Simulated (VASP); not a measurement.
```
Tl
1.0
    1.73000    -2.99645     0.00000
    1.73000     2.99645     0.00000
    0.00000     0.00000     5.52000
Tl
2
Direct
  0.33333   0.66667   0.25000
  0.66667   0.33333   0.75000
```

These are PBE GGA, VASP's PBE PAW potentials (set 64) (plane waves; VASP 6.6.1) values and carry that method's errors. Run with 400 eV cut-off, 9×9×5 Γ-centred mesh, first-order Methfessel-Paxton smearing of 0.10 eV, potentials Tl_d.

Question: Give the stress tensor in GPa (positive for a compressed cell).

Answer: 
```
2.89  0.00  0.00
0.00  2.89  0.00
0.00  0.00  4.08
```
The pressure is its mean diagonal, 3.28 GPa.

The compound is Tl in the hcp structure. The cell was not relaxed at this level.
